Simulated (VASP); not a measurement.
Calculation: PBEsol GGA, VASP's PBE PAW potentials (set 64) (plane waves; VASP).

VASP ran on this input.

### POSCAR
```
Ga4AsSb3
1
    5.9982366416     0.0000000000    -0.0000000000
    0.0000000000     5.9982366416     0.0000000000
   -0.0000000000     0.0000000000     5.9982366416
Ga Sb As
4 3 1
Direct
  0.0089905141   0.9910094859   0.9910094859
  0.4910094859   0.5089905141   0.9910094859
  0.4910094859   0.9910094859   0.5089905141
  0.0089905141   0.5089905141   0.5089905141
  0.2500000000   0.2500000000   0.2500000000
  0.7500000000   0.7500000000   0.2500000000
  0.7500000000   0.2500000000   0.7500000000
  0.2500000000   0.7500000000   0.7500000000
```

**INCAR**
```
NEDOS=601   ! DOS grid
ISMEAR=-5
LASPH=.TRUE.   ! aspherical one-centre terms
NELM=100   ! most electronic steps
GGA=PS   ! PBEsol
EDIFF=1E-7
LWAVE=.FALSE.
LREAL=.FALSE.   ! projection in real space or not
SYSTEM=Ga4AsSb3
ALGO=Normal
LORBIT=11   ! lm-projected
ISIF=2   ! forces and stress, cell fixed
LCHARG=.TRUE.
LMAXMIX=4
PREC=Accurate
ENCUT=400
```

### KPOINTS
```
Automatic mesh
0
Gamma
 7 7 7
```

POTCAR, in this order: Ga_d Sb As (PBE.64 set). Program: vasp_std.

For a metal the tetrahedron method with Blöchl corrections gives inexact stress and forces. Unless said otherwise, spin-orbit coupling is left out, though it shifts the bands of the heavy elements here.

Q: What does the run give for the energy per atom (σ→0), band gap (on the k-mesh)?

A: 
- energy per atom (σ→0): -4.172 eV/atom
- band gap (on the k-mesh): none (metal, semimetal or under 0.01 eV)

**OSZICAR**
```
...
DAV:  10    -0.333794538766E+02   -0.17642E-03   -0.52071E-04  2296   0.149E-01    0.421E-02
DAV:  11    -0.333795955710E+02   -0.14169E-03   -0.22041E-04  1928   0.563E-02    0.135E-02
DAV:  12    -0.333795963090E+02   -0.73799E-06   -0.26887E-05  2076   0.368E-02    0.721E-03
DAV:  13    -0.333795986924E+02   -0.23835E-05   -0.85977E-06  2019   0.111E-02    0.232E-03
DAV:  14    -0.333795989886E+02   -0.29618E-06   -0.59226E-07  1836   0.382E-03    0.108E-03
DAV:  15    -0.333795991750E+02   -0.18642E-06   -0.16442E-07  1314   0.232E-03    0.460E-04
DAV:  16    -0.333795991595E+02    0.15496E-07   -0.18317E-08  1001   0.994E-04
   1 F= -.33379599E+02 E0= -.33379599E+02  d E =0.000000E+00
```

The structure was generated: Ga4AsSb3 was put into an ordered model structure (P-43m), which need not be its known phase. It was relaxed first.
